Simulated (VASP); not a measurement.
# HPbNO4 (P1) in VASP: a series of runs, part 3 of 3

VASP 6.6.1. The steps go on from the part before.

## (6) Density of states, r2SCAN-EpsX

File POSCAR:

```
HPbNO4
1.0
    4.1992300000      0.1111700000      0.1681700000
    1.9160000000      3.8913200000      0.1256800000
    1.7608500000      1.2525900000      6.3726600000
H Pb N O
1 1 1 4
Direct
    0.8914500000      0.6820200000      0.6279600000
    0.1442600000      0.9287200000      0.8835200000
    0.2567000000      0.2886100000      0.3017100000
    0.8310800000      0.6505600000      0.7840500000
    0.3869400000      0.2238000000      0.1129500000
    0.3110400000      0.0357600000      0.4585600000
    0.0772600000      0.6063300000      0.3227500000
```

File INCAR.step1:

```
SYSTEM = HPbNO4
PREC = Accurate
ENCUT = 520
EDIFF = 1E-8
ISMEAR = -1
SIGMA = 0.05
LREAL = .False.
LASPH = .True.
NELM = 80
ALGO = Normal
ISIF = 2
LWAVE = .False.
LCHARG = .False.
GGA = PE
LEPSILON = .True.
```

File KPOINTS.step1:

```
Automatic mesh
0
G
  7 7 5
  0 0 0
```

File INCAR.step2:

```
SYSTEM = HPbNO4
PREC = Accurate
ENCUT = 520
EDIFF = 1E-5
ISMEAR = -1
SIGMA = 0.05
LREAL = .False.
LASPH = .True.
NELM = 80
ALGO = Normal
ISIF = 2
LWAVE = .True.
LCHARG = .False.
GGA = PE
```

File KPOINTS.step2:

```
regular mesh
0
Gamma
  4 4 3
  0 0 0
```

File INCAR.step3:

```
SYSTEM = HPbNO4
PREC = Accurate
ENCUT = 520
EDIFF = 1E-6
ISMEAR = -5
SIGMA = 0.05
LREAL = .False.
LASPH = .True.
NELM = 80
ALGO = Normal
ISIF = 2
LWAVE = .False.
LCHARG = .False.
METAGGA = R2SCAN
LHFCALC = .True.
AEXX = 0.2898
LMIXTAU = .True.
PRECFOCK = Normal
HFRCUT = -1
LORBIT = 10
ISTART = 1
NEDOS = 2001
```

File KPOINTS.step3:

```
regular mesh
0
Gamma
  4 4 3
  0 0 0
```

Potentials or basis: VASP PAW PBE potentials, release 64 (H, Pb_d, N, O).

Run with:

```console
$ cat potpaw_PBE.64/H/POTCAR potpaw_PBE.64/Pb_d/POTCAR potpaw_PBE.64/N/POTCAR potpaw_PBE.64/O/POTCAR > POTCAR
$ cp INCAR.step1 INCAR
$ cp KPOINTS.step1 KPOINTS
$ mpirun -np 8 vasp_std > vasp.out
$ cp INCAR.step2 INCAR
$ cp KPOINTS.step2 KPOINTS
$ mpirun -np 8 vasp_std > vasp.out
$ cp INCAR.step3 INCAR
$ cp KPOINTS.step3 KPOINTS
$ mpirun -np 8 vasp_std > vasp.out
```

OUTCAR:

```text
SYSTEM = HPbNO4
   PREC = Accurate
   ENCUT = 520
   EDIFF = 1E-6
   ISMEAR = -5
   LREAL = .False.
   LASPH = .True.
   NELM = 80
   ISIF = 2
   METAGGA = R2SCAN
   LHFCALC = .True.
   AEXX = 0.2898
   PRECFOCK = Normal
   LORBIT = 10
   ISTART = 1

 ion  position               nearest neighbor table
   1  0.891  0.682  0.628-   4 0.98
   2  0.144  0.929  0.884-   4 2.48   4 2.51   6 2.67   4 2.72   5 2.81   7 2.84   5 2.91   5 2.93

   3  0.257  0.289  0.302-   6 1.25   7 1.26   5 1.28
   4  0.831  0.651  0.784-   1 0.98   2 2.48   2 2.51   2 2.72
   5  0.387  0.224  0.113-   3 1.28   2 2.81   2 2.91   2 2.93
   6  0.311  0.036  0.459-   3 1.25   2 2.67
[... 1075 lines left out ...]
     4.199230000  0.111170000  0.168170000     0.243027768 -0.118243312 -0.043910244
     1.916000000  3.891320000  0.125680000    -0.004909750  0.261012831 -0.049947232
     1.760850000  1.252590000  6.372660000    -0.006316502 -0.002027272  0.159064151

 POSITION                                       TOTAL-FORCE (eV/Angst)
 -----------------------------------------------------------------------------------
      6.15590      3.53964      4.23741        -0.031895      0.059527      0.740062
      3.94095      4.73667      5.77135        -0.008650     -0.102519     -0.083080
      2.16219      1.52953      2.00214        -0.004594     -0.006181     -0.009124
      6.11696      3.60602      5.21801         0.043055      0.039452     -0.656840
      2.25254      1.05537      0.81299        -0.098853      0.548043      1.254148
      2.18210      0.74812      2.97905        -0.032148      0.994115     -1.028355
      2.05448      2.77229      2.14597         0.133084     -1.532436     -0.216811
 -----------------------------------------------------------------------------------
    total drift:                               -0.000228     -0.002604     -0.000395

  FREE ENERGIE OF THE ION-ELECTRON SYSTEM (eV)
  ---------------------------------------------------
  free  energy   TOTEN  =       -98.4696521005 eV

  energy  without entropy=      -98.4696521005  energy(sigma->0) =      -98.46965210

 total charge

# of ion       s       p       d       tot
------------------------------------------
    1        0.597   0.127   0.000   0.724
    2        1.563   0.273   9.853  11.689
    3        1.230   2.565   0.000   3.795
    4        1.573   3.536   0.000   5.109
    5        1.595   3.513   0.000   5.108
    6        1.599   3.526   0.000   5.125
    7        1.604   3.509   0.000   5.113
--------------------------------------------------
tot          9.760  17.049   9.853  36.662
```

OUTCAR.step1:

```text
SYSTEM = HPbNO4
   PREC = Accurate
   ENCUT = 520
   EDIFF = 1E-8
   ISMEAR = -1
   LREAL = .False.
   LASPH = .True.
   NELM = 80
   ISIF = 2
   GGA = PE
   LEPSILON = .True.

 ion  position               nearest neighbor table
   1  0.891  0.682  0.628-   4 0.98
   2  0.144  0.929  0.884-   4 2.48   4 2.51   6 2.67   4 2.72   5 2.81   7 2.84   5 2.91   5 2.93
[... 1159 lines left out ...]
    1    -0.10014    -0.16016    -0.12717
    2    -0.25069     3.00555    -0.07677
    3    -0.09243    -0.82648     3.45449
 ion    4
    1    -2.24672    -0.00439    -0.06237
    2    -0.00382    -2.01209    -0.21752
    3    -0.06229    -0.07245    -1.12548
 ion    5
    1    -0.65760     0.03941     0.09234
    2     0.05737    -1.25151    -0.35179
    3     0.09854    -0.30871    -2.45350
 ion    6
    1    -0.27852     0.01997     0.02420
    2     0.04387    -1.16406     0.82060
    3    -0.00159     1.14619    -2.41072
 ion    7
    1    -0.08332     0.10846     0.06050
    2     0.14654    -2.00459    -0.07025
    3     0.05377     0.13813    -1.24996
```

Wall time 25 min (8 MPI ranks of AMD EPYC 9R45 (Zen 5), shared host); peak memory 0.48 GiB.

Results:

| Quantity | Value |
| --- | --- |
| Free energy | -98.4697 eV |
| Pressure | -5.6 GPa |
| Largest force | 1.553 eV/Å |
| Band gap on the k mesh | 5.60 eV, indirect (least direct gap 5.61 eV) |
| Valence electrons inside the program's atomic spheres | H 0.72; Pb 11.69; N 3.79; O 5.11, 5.12 |

Forces in eV/Å, atoms in the order of the input:
```
H   -0.032  0.060  0.740
Pb  -0.009 -0.103 -0.083
N   -0.005 -0.006 -0.009
O    0.043  0.039 -0.657
O   -0.099  0.548  1.254
O   -0.032  0.994 -1.028
O    0.133 -1.532 -0.217
```

Levels at points of the mesh, in eV from the valence-band top:
```
           k point  band 18  band 19  band 20  band 21  band 22  band 23  band 24  band 25  band 26  band 27
(0.00, 0.00, 0.00)    -2.67    -2.43    -1.87    -1.71    -1.42     6.46     6.91     8.22     8.97     9.06
(0.50, 0.00, 0.00)    -2.73    -2.30    -1.83    -1.30    -0.17     5.81     7.20     8.29     9.45    11.17
(0.00, 0.50, 0.00)    -2.92    -1.84    -1.69    -1.25    -0.11     5.73     6.61     7.91    10.00    10.39
(0.50, 0.50, 0.00)    -2.56    -2.25    -2.01    -1.29    -0.17     5.99     6.72     8.20     9.33    10.83
```

States per cell in windows of 0.5 eV (zero at the valence-band top; states under -8 eV left out):
| from (eV) | total | O4_p | O5_p | O6_p | O7_p | Pb2_s | Pb2_p |
| --- | --- | --- | --- | --- | --- | --- | --- |
| -8.0 | 0.00 | 0.00 | 0.00 | 0.00 | 0.00 | 0.00 | 0.00 |
| -7.5 | 0.00 | 0.00 | 0.00 | 0.00 | 0.00 | 0.00 | 0.00 |
| -7.0 | 1.45 | 0.20 | 0.05 | 0.05 | 0.05 | 0.59 | 0.00 |
| -6.5 | 0.55 | 0.09 | 0.01 | 0.02 | 0.02 | 0.21 | 0.00 |
| -6.0 | 0.00 | 0.00 | 0.00 | 0.00 | 0.00 | 0.00 | 0.00 |
| -5.5 | 1.00 | 0.43 | 0.02 | 0.02 | 0.03 | 0.05 | 0.01 |
| -5.0 | 0.91 | 0.33 | 0.02 | 0.02 | 0.04 | 0.10 | 0.01 |
| -4.5 | 0.09 | 0.02 | 0.00 | 0.00 | 0.00 | 0.02 | 0.00 |
| -4.0 | 0.71 | 0.04 | 0.17 | 0.11 | 0.12 | 0.01 | 0.02 |
| -3.5 | 1.62 | 0.09 | 0.38 | 0.30 | 0.27 | 0.01 | 0.03 |
| -3.0 | 3.47 | 0.42 | 0.67 | 0.70 | 0.48 | 0.04 | 0.06 |
| -2.5 | 2.23 | 0.27 | 0.42 | 0.31 | 0.51 | 0.02 | 0.03 |
| -2.0 | 2.06 | 0.60 | 0.15 | 0.32 | 0.33 | 0.00 | 0.04 |
| -1.5 | 1.97 | 0.18 | 0.43 | 0.43 | 0.41 | 0.02 | 0.01 |
| -1.0 | 0.49 | 0.17 | 0.04 | 0.04 | 0.03 | 0.08 | 0.01 |
| -0.5 | 1.44 | 0.62 | 0.07 | 0.04 | 0.05 | 0.28 | 0.03 |
| 0.0 | 0.00 | 0.00 | 0.00 | 0.00 | 0.00 | 0.00 | 0.00 |
| 0.5 | 0.00 | 0.00 | 0.00 | 0.00 | 0.00 | 0.00 | 0.00 |
| 1.0 | 0.00 | 0.00 | 0.00 | 0.00 | 0.00 | 0.00 | 0.00 |
| 1.5 | 0.00 | 0.00 | 0.00 | 0.00 | 0.00 | 0.00 | 0.00 |
| 2.0 | 0.00 | 0.00 | 0.00 | 0.00 | 0.00 | 0.00 | 0.00 |
| 2.5 | 0.00 | 0.00 | 0.00 | 0.00 | 0.00 | 0.00 | 0.00 |
| 3.0 | 0.00 | 0.00 | 0.00 | 0.00 | 0.00 | 0.00 | 0.00 |
| 3.5 | 0.00 | 0.00 | 0.00 | 0.00 | 0.00 | 0.00 | 0.00 |
| 4.0 | 0.00 | 0.00 | 0.00 | 0.00 | 0.00 | 0.00 | 0.00 |
| 4.5 | 0.00 | 0.00 | 0.00 | 0.00 | 0.00 | 0.00 | 0.00 |
| 5.0 | 0.00 | 0.00 | 0.00 | 0.00 | 0.00 | 0.00 | 0.00 |
| 5.5 | 1.52 | 0.02 | 0.11 | 0.17 | 0.18 | 0.01 | 0.07 |
| 6.0 | 0.48 | 0.00 | 0.04 | 0.06 | 0.06 | 0.00 | 0.02 |
| 6.5 | 0.70 | 0.02 | 0.02 | 0.01 | 0.01 | 0.00 | 0.21 |
| 7.0 | 1.30 | 0.05 | 0.04 | 0.03 | 0.03 | 0.00 | 0.39 |
| 7.5 | 0.86 | 0.05 | 0.02 | 0.02 | 0.02 | 0.01 | 0.30 |

Caveat: the k mesh is coarse (spacing up to 0.43 Å⁻¹), so the values aren't converged, least of all with exact exchange; the standard files for N, O and F lose accuracy on very short bonds; the PAW data sets were made with another functional, which shifts forces and pressure a little; spin-orbit coupling is left out, which as a rule narrows the gap of such compounds by several tenths of an eV; an odd mesh through Γ misses points on the zone boundary, where band edges often lie.

## (7) The reference run

An earlier run on the cell as given: functional PBE; potentials or basis VASP PAW PBE potentials, release 64 (H, Pb_d, N, O); cutoff 520 eV; k mesh 7 × 7 × 5; occupations fermi-dirac, width 0.05 eV; no spin polarisation.

- Pressure: 0.6 GPa
- Largest force: 0.424 eV/Å
- Band gap on the k mesh: 2.79 eV, indirect (least direct gap 2.81 eV)

## (8) Overview

```tsv
task	level	cell	k mesh	smearing	grid for exact exchange (PRECFOCK)	exchange at q = 0	share of exact exchange	mesh quality	gap on the mesh (eV)	pressure (GPa)	largest force (eV/Å)
density of states	B3LYP	P1, 14.48 Å³/atom	4 × 4 × 3	tetrahedron	Fast	default	-	coarse	4.57	-0.9	0.44
band structure	rev-vdW-DF2	P1, 13.69 Å³/atom	7 × 7 × 5	fermi-dirac 0.05 eV	-	-	-	not flagged	2.55	0.2	0.01
density of states	r2SCAN0	P1, 14.48 Å³/atom	4 × 4 × 3	tetrahedron	Fast	truncated	-	coarse	5.27	-5.1	1.36
density of states	PBE0	P1, 14.48 Å³/atom	4 × 4 × 3	tetrahedron	Normal	truncated	-	coarse	5.03	-3.4	1.07
density of states	r2SCAN-EpsX	P1, 14.48 Å³/atom	4 × 4 × 3	tetrahedron	Normal	truncated	0.2898	coarse	5.60	-5.6	1.55
single point	PBE	P1, 14.48 Å³/atom	7 × 7 × 5	fermi-dirac 0.05 eV	-	-	-	not flagged	2.79	0.6	0.42
```

Alike in all rows: potentials or basis VASP PAW PBE potentials, release 64 (H, Pb_d, N, O); no spin polarisation; cutoff (eV) 520.

Caveats: some runs use coarse meshes; the standard files for N, O and F lose accuracy on very short bonds; spin-orbit coupling is left out, which as a rule narrows the gap of such compounds by several tenths of an eV; the PAW data sets were made with another functional, which shifts forces and pressure a little (some runs); an odd mesh through Γ misses points on the zone boundary, where band edges often lie (some runs).

Total energies depend on the potentials used, so only differences within one code and one set of settings carry meaning.
